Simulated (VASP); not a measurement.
# Li2InF3 (P6/mmm) in VASP: single point with PBE

Aim: the single point of Li2InF3 with PBE.

Everything below comes from runs of VASP 6.6.1. Logs are shortened: lines on timing, memory, paths and dates and some standing lists are left out, and cuts for length are marked.

## (1) The cell of the first run

It takes space group P6/mmm (No. 191, hexagonal). Conventional cell: a = 3.696 Å, b = 3.696 Å, c = 7.988 Å, α = 90.00°, β = 90.00°, γ = 120.00°. Li (site symmetry 6mm) has 1 In at 1.94 Å and 1 F at 2.05 Å as nearest neighbours. In (site symmetry 6/mmm) has 2 Li at 1.94 Å as nearest neighbours. F (site symmetry -6m2) is surrounded by 6 F at 2.13 Å. F (site symmetry 6/mmm) has 2 Li at 2.05 Å and 6 F at 2.13 Å as nearest neighbours.

The cell was built by a generator and needn't be a form met in nature.

## (2) Single point, PBE, collinear spin, typed start (random cell by space group and Wyckoff sites (P6/mmm, No. 191))

Input file INCAR:

```
SYSTEM = Li2InF3
PREC = Accurate ; ENCUT = 520
EDIFF = 1E-6 ; ISMEAR = 0
SIGMA = 0.1 ; LREAL = .FALSE.
LASPH = .TRUE. ; NELM = 150
ALGO = Normal ; ISIF = 2
LWAVE = .FALSE. ; LCHARG = .TRUE.
ISPIN = 2 ; MAGMOM = 0 0 0 1 1 1
LORBIT = 11 ; GGA = PE
LELF = .TRUE. ; LVHAR = .TRUE.
NBANDS = 33
```

Input file KPOINTS:

```
regular mesh
0
G
  6 6 2
  0 0 0
```

Input file POSCAR:

```
Li2InF3
1.0
    3.6962562600      0.0000000000      0.0000000000
   -1.8481281300      3.2010518200      0.0000000000
    0.0000000000      0.0000000000      7.9879315900
Li In F
2 1 3
Direct
    0.0000000000      0.0000000000      0.2434267700
    0.0000000000      0.0000000000      0.7565732300
    0.0000000000      0.0000000000      0.0000000000
    0.3333333300      0.6666666700      0.5000000000
    0.6666666700      0.3333333300      0.5000000000
    0.0000000000      0.0000000000      0.5000000000
```

Potentials or basis: VASP PAW PBE potentials, release 64 (Li_sv, In_d, F).

The run is started by

```bash
$ cat potpaw_PBE.64/Li_sv/POTCAR potpaw_PBE.64/In_d/POTCAR potpaw_PBE.64/F/POTCAR > POTCAR
$ mpirun -np 1 vasp_std > vasp.out
```

OUTCAR:

```text
SYSTEM = Li2InF3
   PREC = Accurate
   ENCUT = 520
   EDIFF = 1E-6
   ISMEAR = 0
   LREAL = .FALSE.
   LASPH = .TRUE.
   NELM = 150
   ISIF = 2
   ISPIN = 2
   LORBIT = 11
   GGA = PE

 ion  position               nearest neighbor table
   1  0.000  0.000  0.243-   3 1.94   6 2.05
   2  0.000  0.000  0.757-   3 1.94   6 2.05
   3  0.000  0.000  0.000-   1 1.94   2 1.94
   4  0.333  0.667  0.500-
   5  0.667  0.333  0.500-
   6  0.000  0.000  0.500-   1 2.05   2 2.05

  LATTYP: Found a hexagonal cell.
 ALAT       =     3.6962562600
 C/A-ratio  =     2.1610870643

  Lattice vectors:

 A1 = (   3.6962562600,   0.0000000000,   0.0000000000)
 A2 = (  -1.8481281300,   3.2010518200,   0.0000000000)
 A3 = (   0.0000000000,   0.0000000000,   7.9879315900)

Analysis of symmetry for initial positions (statically):
=====================================================================
 Subroutine PRICEL returns:
 Original cell was already a primitive cell.

 Routine SETGRP: Setting up the symmetry group for a
 hexagonal supercell.

 Subroutine GETGRP returns: Found 24 space group operations
 (whereof 24 operations were pure point group operations)
 out of a pool of 24 trial point group operations.

The static configuration has the point symmetry D_6h.

Analysis of symmetry for dynamics (positions and initial velocities):
=====================================================================
 Subroutine PRICEL returns:
 Original cell was already a primitive cell.

 Routine SETGRP: Setting up the symmetry group for a
 hexagonal supercell.

 Subroutine GETGRP returns: Found 24 space group operations
 (whereof 24 operations were pure point group operations)
 out of a pool of 24 trial point group operations.

The dynamic configuration has the point symmetry D_6h.

Analysis of structural, dynamic, and magnetic symmetry:
=====================================================================
 Subroutine PRICEL returns:
 Original cell was already a primitive cell.

 Routine SETGRP: Setting up the symmetry group for a
 hexagonal supercell.

 Subroutine GETGRP returns: Found 24 space group operations
 (whereof 24 operations were pure point group operations)
 out of a pool of 24 trial point group operations.

The overall configuration has the point symmetry D_6h.

 Subroutine INISYM returns: Found 24 space group operations
 (whereof 24 operations are pure point group operations),
 and found     1 'primitive' translations

----------------------------------------------------------------------------------------

                                     Primitive cell

  volume of cell :      94.5125

  direct lattice vectors                    reciprocal lattice vectors
     3.696256260  0.000000000  0.000000000     0.270544013  0.156198658  0.000000000
    -1.848128130  3.201051820  0.000000000     0.000000000  0.312397317  0.000000000
     0.000000000  0.000000000  7.987931590     0.000000000  0.000000000  0.125188854

  length of vectors
     3.696256260  3.696256260  7.987931590     0.312397317  0.312397317  0.125188854

  position of ions in fractional coordinates (direct lattice)
     0.000000000  0.000000000  0.243426770
     0.000000000  0.000000000  0.756573230
     0.000000000  0.000000000  0.000000000
     0.333333330  0.666666670  0.500000000
     0.666666670  0.333333330  0.500000000
     0.000000000  0.000000000  0.500000000

  ion indices of the primitive-cell ions
   primitive index   ion index
                 1           1
                 2           2
                 3           3
                 4           4
                 5           5
                 6           6

----------------------------------------------------------------------------------------

 KPOINTS: regular mesh

Automatic generation of k-mesh.
 Grid dimensions read from file:
 generate k-points for:    6    6    2

 Generating k-lattice:

  Cartesian coordinates                     Fractional coordinates (reciprocal lattice)
     0.045090669  0.026033110  0.000000000     0.166666667  0.000000000  0.000000000
     0.000000000  0.052066219  0.000000000     0.000000000  0.166666667  0.000000000
     0.000000000  0.000000000  0.062594427     0.000000000  0.000000000  0.500000000

  Length of vectors
     0.052066219  0.052066219  0.062594427

  Shift w.r.t. Gamma in fractional coordinates (k-lattice)
     0.000000000  0.000000000  0.000000000

 Subroutine IBZKPT returns following result:
 ===========================================

 Found     14 irreducible k-points:

 Following reciprocal coordinates:
            Coordinates               Weight
  0.000000  0.000000  0.000000      1.000000
  0.166667  0.000000  0.000000      6.000000
  0.333333 -0.000000  0.000000      6.000000
  0.500000 -0.000000  0.000000      3.000000
  0.166667  0.166667  0.000000      6.000000
  0.333333  0.166667  0.000000     12.000000
  0.333333  0.333333  0.000000      2.000000
  0.000000  0.000000  0.500000      1.000000
  0.166667  0.000000  0.500000      6.000000
  0.333333 -0.000000  0.500000      6.000000
  0.500000 -0.000000  0.500000      3.000000
  0.166667  0.166667  0.500000      6.000000
  0.333333  0.166667  0.500000     12.000000
  0.333333  0.333333  0.500000      2.000000
   k-points           NKPTS =     14   k-points in BZ     NKDIM =     14   number of bands    NBANDS=     33
   number of dos      NEDOS =    301   number of ions     NIONS =      6
   total plane-waves  NPLWV =  47040
   dimension x,y,z NGX =    28 NGY =   28 NGZ =   60
   dimension x,y,z NGXF=    56 NGYF=   56 NGZF=  120
   ions per type =               2   1   3
   NGX,Y,Z   is equivalent  to a cutoff of  12.59, 12.59, 12.49 a.u.
   NGXF,Y,Z  is equivalent  to a cutoff of  25.19, 25.19, 24.97 a.u.
 SYSTEM =  Li2InF3
   PREC   = accura    normal or accurate (medium, high low for compatibility)
   ISTART =      0    job   : 0-new  1-cont  2-samecut
   ICHARG =      2    charge: 1-file 2-atom 10-const
   ISPIN  =      2    spin polarized calculation?
   LNONCOLLINEAR =      F non collinear calculations
   LSORBIT =      F    spin-orbit coupling
   LASPH  =      T    aspherical Exc in radial PAW
   ENCUT  =  520.0 eV  38.22 Ry    6.18 a.u.   6.87  6.87 14.85*2*pi/ulx,y,z
   NELM   =    150;   NELMIN=  2; NELMDL= -5     # of ELM steps
   EDIFF  = 0.1E-05   stopping-criterion for ELM
   LREAL  =      F    real-space projection
[... 7 lines left out ...]
   TEBEG  =    0.0;   TEEND  =   0.0 temperature during run
   PSTRESS=    0.0 pullay stress
   NELECT =      40.0000    total number of electrons
   NUPDOWN=      -1.0000    fix difference up-down
   EMIN   =  10.00;   EMAX   =-10.00  energy-range for DOS
   EFERMI =   0.00;   METHOD = LEGACY
   ISMEAR =     0;   SIGMA  =   0.10  broadening in eV -4-tet -1-fermi 0-gaus
   EFERMI_NEDOS =   21; number of points for ismear=-14 and -15
   IALGO  =     38    algorithm
   IMIX   =      4    mixing-type and parameters
     AMIX     =   0.40;   BMIX     =  1.00
     AMIX_MAG =   1.60;   BMIX_MAG =  1.00
  volume/ion in A,a.u.               =      15.75       106.30
  Fermi-wavevector in a.u.,A,eV,Ry     =   1.229132  2.322722 20.555206  1.510765
  Thomas-Fermi vector in A             =   2.364031
   LORBIT       =     11    0 simple, 1 ext, 2 COOP (PROOUT), +10 PAW based schemes
   GGA     = PE    functional components
   LHFCALC =     F    Hartree Fock is set to
   AEXX    =    0.0000 exact exchange contribution
   IVDW    =     0    specifies the selected vdW correction
   LEPSILON=     F    determine dielectric tensor
   LRPA    =     F    only Hartree local field effects (RPA)
 spin polarized calculation
 Gauss-broadening in eV      SIGMA  =   0.10
  energy-cutoff  :      520.00
  volume of cell :       94.51
 maximum number of plane-waves:      2562
 NGX is ok and might be reduce to    28
   NGX = 13   NGY = 13   NGZ = 29

 number of electron      39.9999984 magnetization      -0.1138368

 number of electron      39.9999985 magnetization       0.0601148

 Free energy of the ion-electron system (eV)
  ---------------------------------------------------
  ext. energy  EPLUGINS =         0.00000000
  ---------------------------------------------------
  free energy    TOTEN  =       -10.85608788 eV

  energy without entropy =      -10.82344928  energy(sigma->0) =      -10.83976858

 E-fermi :   1.7317     XC(G=0):  -8.5745

 val. band max:        1.7236815833   @ k =   0.3333   0.1667   0.0000
 cond. band min:       1.7384231313   @ k =   0.3333  -0.0000   0.5000
 fundamental gap:      0.0147415480
 Fermi energy:         1.7316832377

 spin component 1

 k-point     1 :       0.0000    0.0000    0.0000
  band No.  band energies     occupation
      1     -45.3683      1.00000
      2     -45.3558      1.00000
      3     -21.4693      1.00000
      4     -18.5896      1.00000
      5     -18.3370      1.00000
      6     -13.9567      1.00000
[... 479 lines left out ...]
     31      14.6527      0.00000
     32      14.9578      0.00000
 Fermi energy:         1.7316832377

 spin component 2

 k-point     1 :       0.0000    0.0000    0.0000
  band No.  band energies     occupation
      1     -45.3689      1.00000
      2     -45.3563      1.00000
      3     -21.4280      1.00000
      4     -18.5515      1.00000
      5     -18.2741      1.00000
      6     -13.9584      1.00000
[... 479 lines left out ...]
     31      14.6558      0.00000
     32      14.9436      0.00000
 [bands above 32 left out]

------------------------ aborting loop because EDIFF is reached ----------------------------------------

  FORCE on cell =-STRESS in cart. coord.  units (eV):
  Direction    XX          YY          ZZ          XY          YZ          ZX
  --------------------------------------------------------------------------------------
  -------------------------------------------------------------------------------------
  Total        4.9211552      4.9211552     15.1639110      0.0000000      0.0000000     -0.0000000
  in kB       83.4235241     83.4235241    257.0589299      0.0000000      0.0000000     -0.0000000
  external PRESSURE =     141.3019927 kB  Pullay stress =       0.0000000 kB

 VOLUME and BASIS-vectors are now :
 -----------------------------------------------------------------------------
  energy-cutoff  :      520.00
  volume of cell :       94.51
      direct lattice vectors                 reciprocal lattice vectors
     3.696256260  0.000000000  0.000000000     0.270544013  0.156198658  0.000000000
    -1.848128130  3.201051820  0.000000000     0.000000000  0.312397317  0.000000000
     0.000000000  0.000000000  7.987931590     0.000000000  0.000000000  0.125188854

 POSITION                                       TOTAL-FORCE (eV/Angst)
 -----------------------------------------------------------------------------------
      0.00000      0.00000      1.94448         0.000000     -0.000000      7.348337
      0.00000      0.00000      6.04346         0.000000      0.000000     -7.348337
      0.00000      0.00000      0.00000         0.000000     -0.000000     -0.000000
     -0.00000      2.13403      3.99397         0.000000     -0.000000     -0.000000
      1.84813      1.06702      3.99397        -0.000000      0.000000      0.000000
      0.00000      0.00000      3.99397         0.000000     -0.000000     -0.000000
 -----------------------------------------------------------------------------------
    total drift:                                0.000000      0.000000      0.000000

  FREE ENERGIE OF THE ION-ELECTRON SYSTEM (eV)
  ---------------------------------------------------
  free  energy   TOTEN  =       -10.8560878833 eV

  energy  without entropy=      -10.8234492831  energy(sigma->0) =      -10.83976858

 total charge

# of ion       s       p       d       tot
------------------------------------------
    1        2.036   0.088   0.000   2.124
    2        2.036   0.088   0.000   2.124
    3        1.153   0.546   9.832  11.531
    4        1.768   4.133   0.000   5.901
    5        1.768   4.133   0.000   5.901
    6        1.762   4.201   0.000   5.963
--------------------------------------------------
tot         10.523  13.189   9.832  33.544

 magnetization (x)

# of ion       s       p       d       tot
------------------------------------------
    1       -0.000  -0.001   0.000  -0.001
    2       -0.000  -0.001   0.000  -0.001
    3       -0.001  -0.005  -0.000  -0.006
    4        0.000   0.053   0.000   0.053
    5        0.000   0.053   0.000   0.053
    6        0.000   0.026   0.000   0.026
--------------------------------------------------
tot         -0.001   0.125  -0.000   0.124
```

Wall time 1.9 min (1 thread of Intel Xeon 6975P-C (Granite Rapids), shared host); peak memory 0.28 GiB.

What came out:

```yaml
Free_energy: -10.8561 eV
Largest_force: 7.348 eV/Å
Band_gap_on_the_k_mesh: none (metal or under the smearing width)
Net_moment: 0.06 μB per cell
Site_moments: Li -0.00; In -0.01; F +0.05, +0.03 μB
Valence_electrons_inside_the_program's_atomic_spheres: Li 2.12; In 11.53; F 5.90, 5.96
```

Forces in eV/Å, atoms in the order of the input:
```
Li   0.000  0.000  7.348
Li   0.000  0.000 -7.348
In   0.000  0.000  0.000
F    0.000  0.000  0.000
F    0.000  0.000  0.000
F    0.000  0.000  0.000
```

Caveat: the k mesh is coarse (spacing up to 0.39 Å⁻¹), so the values aren't converged; the cutoff is under 1.25 times the usual one of these potentials, so pressure, stress and relaxed cells hold a basis-set (Pulay) error; forces of over 1 eV/Å show positions far from the minimum, so gaps and moduli don't describe the material at rest.
